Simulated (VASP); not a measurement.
# MnSi: magnetic orders

Is MnSi a ferromagnet or an antiferromagnet at this level? The start is a cell from a database of measured crystal structures.

Main program and level: VASP 6.6.1; SCAN, DFT+U (Mn d 3 eV), spin-polarised, from parallel moments; plane waves and PAW (Mn_pv, Si), in the first sound run; inputs show where later runs differ.

The database entry behind the starting cell differs from later determinations by our own check (0.1 to 0.3 % short, probably kX units), so it need not match the best structure at ambient conditions.

## Step 1: The starting structure

Symmetry: P2_13, No. 198, cubic system. The conventional cell has a = 4.548 Å, b = 4.548 Å, c = 4.548 Å, α = 90.00°, β = 90.00°, γ = 90.00°. Mn has 7 Si at 2.30 to 2.53 Å nearest. Nearest to Si lie 7 Mn at 2.30 to 2.53 Å. Farther neighbours are not listed.

As a file:

```xyz
8
Lattice="4.5480 0.0000 0.0000 0.0000 4.5480 0.0000 0.0000 0.0000 4.5480" Properties=species:S:1:pos:R:3 pbc="T T T"
Mn    3.9204    2.9016    1.6464
Mn    2.9016    1.6464    3.9204
Mn    1.6464    3.9204    2.9016
Mn    0.6276    0.6276    0.6276
Si    0.7004    1.5736    2.9744
Si    1.5736    2.9744    0.7004
Si    2.9744    0.7004    1.5736
Si    3.8476    3.8476    3.8476
```

## Step 2: Magnetic order, start order fm, signs ++++

Each run starts from other signs of the moments at the same geometry and cutoff; gentle mixing helps it keep them. Any wave vector in a name is a fraction of the reciprocal vectors of the first cell as typed.

INCAR reads:

```
SYSTEM = MnSi
PREC = Normal
ENCUT = 350
EDIFF = 1E-06
NELM = 150
ISMEAR = 0
SIGMA = 0.05
LREAL = .FALSE.
ALGO = Normal
METAGGA = SCAN
LASPH = .TRUE.
NBANDS = 48
ISPIN = 2
MAGMOM = 4 4 4 4 0 0 0 0
LDAU = .TRUE.
LDAUTYPE = 2
LDAUL = 2 -1
LDAUU = 3 0
LDAUJ = 0 0
LDAUPRINT = 1
LMAXMIX = 4
LORBIT = 11
LWAVE = .FALSE.
LCHARG = .TRUE.
AMIX = 0.2
BMIX = 1E-04
AMIX_MAG = 0.8
BMIX_MAG = 1E-04
```

POSCAR reads:

```
MnSi
1.0
    4.5480000000      0.0000000000      0.0000000000
    0.0000000000      4.5480000000      0.0000000000
    0.0000000000      0.0000000000      4.5480000000
Mn Si
4 4
Direct
    0.8620000000      0.6380000000      0.3620000000
    0.6380000000      0.3620000000      0.8620000000
    0.3620000000      0.8620000000      0.6380000000
    0.1380000000      0.1380000000      0.1380000000
    0.1540000000      0.3460000000      0.6540000000
    0.3460000000      0.6540000000      0.1540000000
    0.6540000000      0.1540000000      0.3460000000
    0.8460000000      0.8460000000      0.8460000000
```

KPOINTS reads:

```
Automatic mesh
0
Gamma
4 4 4
0 0 0
```

PAW data sets: Mn_pv and Si (PBE family, release 64).

Started as:

```bash
$ mpirun -np 1 vasp_std
```

The log of the run:

```text
[banner, memory and clock lines left out]
running    1 mpi-ranks, on    1 nodes
 distrk:  each k-point on    1 cores,    1 groups
 distr:  one band on    1 cores,    1 groups

 POSCAR found type information on POSCAR MnSi
 POSCAR found :  2 types and       8 ions
|                                                                             |
|               ----> ADVICE to this user running VASP <----                  |
|                                                                             |
|     You enforced a specific xc type in the INCAR file but a different       |
|     [... a line on the potential file left out ...]
|     I HOPE YOU KNOW WHAT YOU ARE DOING!                                     |
|                                                                             |

 LDA part: xc-table for (None), standard interpolation
 POSCAR, INCAR and KPOINTS ok, starting setup
 FFT: planning ... GRIDC
 FFT: planning ... GRID_SOFT
 FFT: planning ... GRID
 WAVECAR not read
 entering main loop
       N       E                     dE             d eps       ncg     rms          rms(c)
DAV:   1     0.649413512187E+03    0.64941E+03   -0.29857E+04  2248   0.134E+03
DAV:   2    -0.676335108199E+02   -0.71705E+03   -0.68298E+03  2120   0.441E+02
DAV:   3    -0.117745316151E+03   -0.50112E+02   -0.48607E+02  2368   0.130E+02
DAV:   4    -0.118953261260E+03   -0.12079E+01   -0.12020E+01  2520   0.199E+01
DAV:   5    -0.118974713086E+03   -0.21452E-01   -0.21448E-01  2376   0.288E+00    0.384E+01
DAV:   6    -0.105902106838E+03    0.13073E+02   -0.29783E+01  2400   0.457E+01    0.160E+01
DAV:   7    -0.106093265777E+03   -0.19116E+00   -0.26196E+00  2280   0.884E+00    0.126E+01
DAV:   8    -0.106283347666E+03   -0.19008E+00   -0.76200E-01  2408   0.419E+00    0.842E+00
DAV:   9    -0.106263329072E+03    0.20019E-01   -0.47291E-01  2176   0.401E+00    0.232E+00
DAV:  10    -0.106279005480E+03   -0.15676E-01   -0.84194E-02  2232   0.182E+00    0.941E-01
DAV:  11    -0.106285863565E+03   -0.68581E-02   -0.31865E-02  2416   0.108E+00    0.363E-01
DAV:  12    -0.106286294491E+03   -0.43093E-03   -0.33245E-03  2240   0.341E-01    0.251E-01
DAV:  13    -0.106286538634E+03   -0.24414E-03   -0.12884E-03  2568   0.184E-01    0.123E-01
DAV:  14    -0.106286424991E+03    0.11364E-03   -0.33965E-04  2256   0.966E-02    0.654E-02
DAV:  15    -0.106286388911E+03    0.36079E-04   -0.82039E-05  2504   0.628E-02    0.249E-02
DAV:  16    -0.106286366140E+03    0.22771E-04   -0.19043E-05  2176   0.285E-02    0.114E-02
DAV:  17    -0.106286399017E+03   -0.32877E-04   -0.98167E-06  2160   0.160E-02    0.576E-03
DAV:  18    -0.106286412184E+03   -0.13167E-04   -0.28403E-06  1664   0.867E-03    0.272E-03
DAV:  19    -0.106286419741E+03   -0.75561E-05   -0.15784E-06  1536   0.648E-03    0.193E-03
DAV:  20    -0.106286425231E+03   -0.54904E-05   -0.60038E-07  1104   0.363E-03    0.120E-03
DAV:  21    -0.106286425773E+03   -0.54179E-06   -0.38482E-07  1056   0.310E-03
   1 F= -.10628643E+03 E0= -.10628509E+03  d E =-.266661E-02  mag=    10.7809
```

The job ended after 2.2 min (1 MPI rank of Intel Xeon Platinum 8259CL at 2.50GHz (Skylake/Cascade Lake), shared host; peak memory 0.17 GiB).

The logs omit lines about the potential files and the build; timing stands in the text.

OUTCAR, selected parts (step 2):

```text
ion  position               nearest neighbor table
   1  0.862  0.638  0.362-   5 2.30   6 2.40   7 2.40   8 2.40   7 2.53   8 2.53   6 2.53   2 2.79
                             2 2.79   3 2.79   4 2.79   3 2.79   4 2.79
   2  0.638  0.362  0.862-   6 2.30   5 2.40   7 2.40   8 2.40   5 2.53   7 2.53   8 2.53   1 2.79
                             1 2.79   3 2.79   3 2.79   4 2.79   4 2.79
   3  0.362  0.862  0.638-   7 2.30   6 2.40   5 2.40   8 2.40   6 2.53   5 2.53   8 2.53   1 2.79
                             4 2.79   2 2.79   2 2.79   1 2.79   4 2.79
   4  0.138  0.138  0.138-   8 2.30   6 2.40   7 2.40   5 2.40   6 2.53   5 2.53   7 2.53   2 2.79
                             3 2.79   1 2.79   3 2.79   1 2.79   2 2.79
   5  0.154  0.346  0.654-   1 2.30   2 2.40   3 2.40   4 2.40   3 2.53   4 2.53   2 2.53   8 2.81
                             6 2.81   6 2.81   8 2.81   7 2.81   7 2.81
   6  0.346  0.654  0.154-   2 2.30   1 2.40   3 2.40   4 2.40   1 2.53   3 2.53   4 2.53   8 2.81
                             5 2.81   5 2.81   7 2.81   7 2.81   8 2.81
   7  0.654  0.154  0.346-   3 2.30   2 2.40   1 2.40   4 2.40   2 2.53   1 2.53   4 2.53   8 2.81
                             8 2.81   5 2.81   6 2.81   6 2.81   5 2.81
   8  0.846  0.846  0.846-   4 2.30   2 2.40   3 2.40   1 2.40   2 2.53   1 2.53   3 2.53   5 2.81
                             6 2.81   7 2.81   7 2.81   5 2.81   6 2.81

  LATTYP: Found a simple cubic cell.
 ALAT       =     4.5480000000

 Subroutine GETGRP returns: Found 12 space group operations
 (whereof  3 operations were pure point group operations)

The static configuration has the point symmetry C_3 .
 The point group associated with its full space group is T   .

 Found     11 irreducible k-points:

   k-points           NKPTS =     11   k-points in BZ     NKDIM =     11   number of bands    NBANDS=     48

   dimension x,y,z NGX =    24 NGY =   24 NGZ =   24
   dimension x,y,z NGXF=    48 NGYF=   48 NGZF=   48

   ENCUT  =  350.0 eV  25.72 Ry    5.07 a.u.   6.94  6.94  6.94*2*pi/ulx,y,z

   NELECT =      68.0000    total number of electrons

 k-points in reciprocal lattice and weights: Automatic mesh
   0.00000000  0.00000000  0.00000000       0.016
   0.25000000  0.00000000  0.00000000       0.094
   0.50000000  0.00000000  0.00000000       0.047
   0.25000000  0.25000000  0.00000000       0.188
   0.50000000  0.25000000  0.00000000       0.094
  -0.25000000  0.50000000  0.00000000       0.094
   0.50000000  0.50000000  0.00000000       0.047
   0.25000000  0.25000000  0.25000000       0.125
   0.50000000  0.25000000  0.25000000       0.188
   0.50000000  0.50000000  0.25000000       0.094
   0.50000000  0.50000000  0.50000000       0.016

atom =   1  type =  1  l = 2

 onsite density matrix

spin component  1

  0.8430 -0.0122  0.0039  0.0122  0.0031
 -0.0122  0.8430 -0.0046  0.0122  0.0019
  0.0039 -0.0046  0.8275 -0.0007  0.0000
  0.0122  0.0122 -0.0007  0.8430  0.0049
  0.0031  0.0019  0.0000  0.0049  0.8275

spin component  2

  0.2152 -0.0033  0.0099  0.0033 -0.0196
 -0.0033  0.2152  0.0120  0.0033  0.0184
  0.0099  0.0120  0.1961  0.0219  0.0000
  0.0033  0.0033  0.0219  0.2152 -0.0012
 -0.0196  0.0184  0.0000 -0.0012  0.1961

 occupancies and eigenvectors

  o =  0.1782  v =  0.0000  0.0000  0.0000  0.0000  0.0000 -0.4356  0.1103  0.5651 -0.3254 -0.6106      0.0000  0.0000  0.0000  0.0000  0.0000  0.0000  0.0000  0.0000  0.0000  0.0000
  o =  0.1782  v =  0.0000  0.0000  0.0000  0.0000  0.0000  0.1242 -0.4393  0.6106 -0.3152  0.5651      0.0000  0.0000  0.0000  0.0000  0.0000  0.0000  0.0000  0.0000  0.0000  0.0000
  o =  0.2085  v =  0.0000  0.0000  0.0000  0.0000  0.0000 -0.5774 -0.5774 -0.0000  0.5774 -0.0000      0.0000  0.0000  0.0000  0.0000  0.0000  0.0000  0.0000  0.0000  0.0000  0.0000
  o =  0.2365  v =  0.0000  0.0000  0.0000  0.0000  0.0000 -0.6169  0.0621 -0.4349 -0.5548  0.3444      0.0000  0.0000  0.0000  0.0000  0.0000  0.0000  0.0000  0.0000  0.0000  0.0000
  o =  0.2365  v =  0.0000  0.0000  0.0000  0.0000  0.0000  0.2844 -0.6765 -0.3444 -0.3920 -0.4349      0.0000  0.0000  0.0000  0.0000  0.0000  0.0000  0.0000  0.0000  0.0000  0.0000
  o =  0.8185  v =  0.5774  0.5774  0.0000 -0.5774 -0.0000  0.0000  0.0000  0.0000  0.0000  0.0000      0.0000  0.0000  0.0000  0.0000  0.0000  0.0000  0.0000  0.0000  0.0000  0.0000
  o =  0.8262  v =  0.1265 -0.1587 -0.9772 -0.0322  0.0534  0.0000  0.0000  0.0000  0.0000  0.0000      0.0000  0.0000  0.0000  0.0000  0.0000  0.0000  0.0000  0.0000  0.0000  0.0000
  o =  0.8262  v =  0.1102  0.0545 -0.0534  0.1647 -0.9772  0.0000  0.0000  0.0000  0.0000  0.0000      0.0000  0.0000  0.0000  0.0000  0.0000  0.0000  0.0000  0.0000  0.0000  0.0000
  o =  0.8565  v = -0.6030 -0.1525 -0.0395 -0.7556 -0.2017  0.0000  0.0000  0.0000  0.0000  0.0000      0.0000  0.0000  0.0000  0.0000  0.0000  0.0000  0.0000  0.0000  0.0000  0.0000
  o =  0.8565  v =  0.5243 -0.7844  0.2017 -0.2601 -0.0395  0.0000  0.0000  0.0000  0.0000  0.0000      0.0000  0.0000  0.0000  0.0000  0.0000  0.0000  0.0000  0.0000  0.0000  0.0000

atom =   2  type =  1  l = 2

 onsite density matrix

spin component  1

  0.8430  0.0122  0.0039 -0.0122  0.0031
  0.0122  0.8430  0.0046  0.0122 -0.0019
  0.0039  0.0046  0.8275  0.0007  0.0000
 -0.0122  0.0122  0.0007  0.8430 -0.0049
  0.0031 -0.0019  0.0000 -0.0049  0.8275

spin component  2

  0.2152  0.0033  0.0099 -0.0033 -0.0196
  0.0033  0.2152 -0.0120  0.0033 -0.0184
  0.0099 -0.0120  0.1961 -0.0219  0.0000
 -0.0033  0.0033 -0.0219  0.2152  0.0012
 -0.0196 -0.0184  0.0000  0.0012  0.1961

 occupancies and eigenvectors

  o =  0.1782  v =  0.0000  0.0000  0.0000  0.0000  0.0000 -0.2419  0.2107  0.8283  0.4526 -0.0784      0.0000  0.0000  0.0000  0.0000  0.0000  0.0000  0.0000  0.0000  0.0000  0.0000
  o =  0.1782  v =  0.0000  0.0000  0.0000  0.0000  0.0000  0.3830  0.4010  0.0784  0.0180  0.8283      0.0000  0.0000  0.0000  0.0000  0.0000  0.0000  0.0000  0.0000  0.0000  0.0000
  o =  0.2085  v =  0.0000  0.0000  0.0000  0.0000  0.0000  0.5774 -0.5774 -0.0000  0.5774 -0.0000      0.0000  0.0000  0.0000  0.0000  0.0000  0.0000  0.0000  0.0000  0.0000  0.0000
  o =  0.2365  v =  0.0000  0.0000  0.0000  0.0000  0.0000 -0.1275  0.5141 -0.5331  0.6416 -0.1534      0.0000  0.0000  0.0000  0.0000  0.0000  0.0000  0.0000  0.0000  0.0000  0.0000
  o =  0.2365  v =  0.0000  0.0000  0.0000  0.0000  0.0000 -0.6672 -0.4441 -0.1534  0.2232  0.5331      0.0000  0.0000  0.0000  0.0000  0.0000  0.0000  0.0000  0.0000  0.0000  0.0000
[...]
-0.0122  0.8430  0.0046 -0.0122 -0.0019
 -0.0039  0.0046  0.8275 -0.0007  0.0000
 -0.0122 -0.0122 -0.0007  0.8430  0.0049
 -0.0031 -0.0019  0.0000  0.0049  0.8275

spin component  2

  0.2152 -0.0033 -0.0099 -0.0033  0.0196
 -0.0033  0.2152 -0.0120 -0.0033 -0.0184
 -0.0099 -0.0120  0.1961  0.0219  0.0000
 -0.0033 -0.0033  0.0219  0.2152 -0.0012
  0.0196 -0.0184  0.0000 -0.0012  0.1961

 occupancies and eigenvectors

  o =  0.1782  v =  0.0000  0.0000  0.0000  0.0000  0.0000 -0.4518  0.1977 -0.4284  0.2541  0.7132      0.0000  0.0000  0.0000  0.0000  0.0000  0.0000  0.0000  0.0000  0.0000  0.0000
  o =  0.1782  v =  0.0000  0.0000  0.0000  0.0000  0.0000  0.0325 -0.4075 -0.7132  0.3750 -0.4284      0.0000  0.0000  0.0000  0.0000  0.0000  0.0000  0.0000  0.0000  0.0000  0.0000
  o =  0.2085  v =  0.0000  0.0000  0.0000  0.0000  0.0000 -0.5774 -0.5774 -0.0000 -0.5774 -0.0000      0.0000  0.0000  0.0000  0.0000  0.0000  0.0000  0.0000  0.0000  0.0000  0.0000
  o =  0.2365  v =  0.0000  0.0000  0.0000  0.0000  0.0000 -0.6781  0.3032  0.2804  0.3748 -0.4787      0.0000  0.0000  0.0000  0.0000  0.0000  0.0000  0.0000  0.0000  0.0000  0.0000
  o =  0.2365  v =  0.0000  0.0000  0.0000  0.0000  0.0000  0.0413 -0.6079  0.4787  0.5665  0.2804      0.0000  0.0000  0.0000  0.0000  0.0000  0.0000  0.0000  0.0000  0.0000  0.0000
  o =  0.8185  v =  0.5774  0.5774  0.0000  0.5774  0.0000  0.0000  0.0000  0.0000  0.0000  0.0000      0.0000  0.0000  0.0000  0.0000  0.0000  0.0000  0.0000  0.0000  0.0000  0.0000
  o =  0.8262  v =  0.1331 -0.1551  0.9786  0.0220  0.0065  0.0000  0.0000  0.0000  0.0000  0.0000      0.0000  0.0000  0.0000  0.0000  0.0000  0.0000  0.0000  0.0000  0.0000  0.0000
  o =  0.8262  v = -0.1022 -0.0641  0.0065  0.1664 -0.9786  0.0000  0.0000  0.0000  0.0000  0.0000      0.0000  0.0000  0.0000  0.0000  0.0000  0.0000  0.0000  0.0000  0.0000  0.0000
  o =  0.8565  v = -0.7877  0.2778  0.1386  0.5100  0.1517  0.0000  0.0000  0.0000  0.0000  0.0000      0.0000  0.0000  0.0000  0.0000  0.0000  0.0000  0.0000  0.0000  0.0000  0.0000
  o =  0.8565  v = -0.1341  0.7492  0.1517 -0.6152 -0.1386  0.0000  0.0000  0.0000  0.0000  0.0000      0.0000  0.0000  0.0000  0.0000  0.0000  0.0000  0.0000  0.0000  0.0000  0.0000

 average (electrostatic) potential at core
       1 -68.5903       2 -68.5903       3 -68.5903       4 -68.5903       5 -81.2042
       6 -81.2042       7 -81.2042       8 -81.2042

 E-fermi :  11.3683

 spin component 1
 k-point     1 :       0.0000    0.0000    0.0000
  band No.  band energies     occupation
    ...
     35       8.8222      1.00000
     36       8.8222      1.00000
     37       9.7373      1.00000
     38       9.7373      1.00000
     39       9.7373      1.00000
     40      13.1968      0.00000
     41      13.1968      0.00000
     42      13.1968      0.00000
     43      13.8462      0.00000
     44      13.8462      0.00000
    ...

 k-point     2 :       0.2500    0.0000    0.0000
  band No.  band energies     occupation
    ...
     35       8.7155      1.00000
     36       8.8829      1.00000
     37       9.5479      1.00000
     38       9.5522      1.00000
     39      11.2181      0.99999
     40      12.0035      0.00000
     41      12.1316      0.00000
     42      12.4286      0.00000
     43      13.0359      0.00000
     44      14.5405      0.00000
    ...

 k-point     3 :       0.5000    0.0000    0.0000
  band No.  band energies     occupation
    ...
     36       8.8400      1.00000
     37       9.3021      1.00000
     38       9.3021      1.00000
     39      11.2658      0.99813
     40      11.2658      0.99813
     41      11.7611      0.00000
     42      11.7611      0.00000
     43      15.3125      0.00000
     44      15.3125      0.00000
     45      15.4975      0.00000
    ...

 k-point     4 :       0.2500    0.2500    0.0000
  band No.  band energies     occupation
    ...
     35       8.5403      1.00000
     36       8.7646      1.00000
     37       9.3478      1.00000
     38       9.6128      1.00000
     39      11.1731      1.00000
     40      12.0556      0.00000
     41      12.4441      0.00000
     42      12.7033      0.00000
     43      13.1085      0.00000
     44      13.7353      0.00000
    ...

 k-point     5 :       0.5000    0.2500    0.0000
  band No.  band energies     occupation
    ...
     34       8.1650      1.00000
     35       8.6584      1.00000
     36       8.6584      1.00000
     37       9.2650      1.00000
     38       9.2650      1.00000
     39      11.5082      0.00004
     40      11.5082      0.00004
     41      12.8741      0.00000
     42      12.8741      0.00000
     43      13.4691      0.00000
    ...

 k-point     6 :      -0.2500    0.5000    0.0000
  band No.  band energies     occupation
    ...
     36       8.6829      1.00000
     37       9.5039      1.00000
     38       9.5039      1.00000
     39      11.1203      1.00000
     40      11.1203      1.00000
     41      13.0304      0.00000
     42      13.0304      0.00000
     43      13.5936      0.00000
     44      13.5936      0.00000
     45      14.4089      0.00000
    ...

  Total       10.1299058     10.1299058     10.1299058     -0.0000000     -0.0000000     -0.0000000
  in kB      172.5260265    172.5260265    172.5260265     -0.0000000     -0.0000000     -0.0000000
  external PRESSURE =     172.5260265 kB  Pullay stress =       0.0000000 kB

  energy-cutoff  :      350.00
  volume of cell :       94.07
      direct lattice vectors                 reciprocal lattice vectors
     4.548000000  0.000000000  0.000000000     0.219876869  0.000000000  0.000000000
     0.000000000  4.548000000  0.000000000     0.000000000  0.219876869  0.000000000
     0.000000000  0.000000000  4.548000000     0.000000000  0.000000000  0.219876869

 POSITION                                       TOTAL-FORCE (eV/Angst)
 -----------------------------------------------------------------------------------
      3.92038      2.90162      1.64638        -0.427391      0.427391     -0.427391
      2.90162      1.64638      3.92038         0.427391     -0.427391     -0.427391
      1.64638      3.92038      2.90162        -0.427391     -0.427391      0.427391
      0.62762      0.62762      0.62762         0.427391      0.427391      0.427391
      0.70039      1.57361      2.97439         0.051889     -0.051889      0.051889
      1.57361      2.97439      0.70039        -0.051889      0.051889      0.051889
      2.97439      0.70039      1.57361         0.051889      0.051889     -0.051889
      3.84761      3.84761      3.84761        -0.051889     -0.051889     -0.051889
 -----------------------------------------------------------------------------------
    total drift:                                0.000010     -0.000003      0.000001

  FREE ENERGIE OF THE ION-ELECTRON SYSTEM (eV)
  ---------------------------------------------------
  free  energy   TOTEN  =      -106.2864257728 eV

  energy  without entropy=     -106.2837591665  energy(sigma->0) =     -106.28509247

 total charge
# of ion       s       p       d       tot
------------------------------------------
    1        0.376   6.407   5.188  11.971
    2        0.376   6.407   5.188  11.971
    3        0.376   6.407   5.188  11.971
    4        0.376   6.407   5.188  11.971
    5        0.747   0.940   0.000   1.687
    6        0.747   0.940   0.000   1.687
    7        0.747   0.940   0.000   1.687
    8        0.747   0.940   0.000   1.687
--------------------------------------------------
tot          4.489  29.390  20.753  54.631

 magnetization (x)
# of ion       s       p       d       tot
------------------------------------------
    1        0.000   0.006   3.142   3.149
    2        0.000   0.006   3.142   3.149
    3        0.000   0.006   3.142   3.149
    4        0.000   0.006   3.142   3.149
    5       -0.064  -0.185   0.000  -0.249
    6       -0.064  -0.185   0.000  -0.249
    7       -0.064  -0.185   0.000  -0.249
    8       -0.064  -0.185   0.000  -0.249
--------------------------------------------------
tot         -0.255  -0.715  12.569  11.598

[... 6 further parts left out ...]
```

The magnetic state follows from one typed start and may not be the lowest. The k-mesh is coarse for a metal. A U on the itinerant d states of such a compound is hard to justify; it moves the bands at the Fermi level and favours large moments. The PAW data sets were made with PBE, which is usual practice but a small mismatch for other functionals.

This step gave:

```
electronic cycles                                 : 21
electrons                                         : 68
free energy (TOTEN)                               : -106.2864 eV
energy at zero smearing                           : -106.2851 eV
Fermi energy                                      : 11.37 eV
moment of the cell, from the last line of the log : 10.78 μB
labelled metallic, from the levels on this mesh   : yes
```

Spin moment in the PAW sphere by atom:

```tsv
atom	spin moment in the PAW sphere (μB)
Mn1	3.15
Mn2	3.15
Mn3	3.15
Mn4	3.15
Si5	-0.25
Si6	-0.25
Si7	-0.25
Si8	-0.25
```

Force by atom:

```tsv
atom	x (eV/Å)	y (eV/Å)	z (eV/Å)	size
Mn1	-0.427	0.427	-0.427	0.740
Mn2	0.427	-0.427	-0.427	0.740
Mn3	-0.427	-0.427	0.427	0.740
Mn4	0.427	0.427	0.427	0.740
Si5	0.052	-0.052	0.052	0.090
Si6	-0.052	0.052	0.052	0.090
Si7	0.052	0.052	-0.052	0.090
Si8	-0.052	-0.052	-0.052	0.090
```

Spin density in the ac plane at fractional y = 0.138, with atoms of Mn and Si within 0.2 Å of it.

Ten even steps from '0' (-0.1 e/Å³) to '9' (4.6 e/Å³), each cell a mean:
```
00000000000000
00000000000000
00000000000000
00000000000000
00000000000000
00000000000000
00000000000000
00000000000000
00000000000000
01100000000000
14420000000000
27941000000000
26831000000000
02210000000000
```
Columns run along a (4.5 Å), rows up along c (4.5 Å). Atoms in or near the plane, at fractional coordinates: Mn at (0.14, 0.14), Si at (0.65, 0.35).

(Continued in part 2 of 4.)

[Lines on the potential files, build, host, timing and source positions are cut from VASP's logs without a mark.]

[Logs are printed without paths, hosts, clocks, repeated set-up lines and the standing remarks that a program may print on its own settings, such as how far it seeks lower states.]

[Hosts, paths, dates, database ids (printed as entryN), source tags and the programs' standing remarks are cut or masked in the printed files.]

[In band tables of VASP the shares of atoms and orbitals are scaled to a sum of 1 inside the atoms' spheres.]

[Runs that stopped without an error message from VASP are left out.]
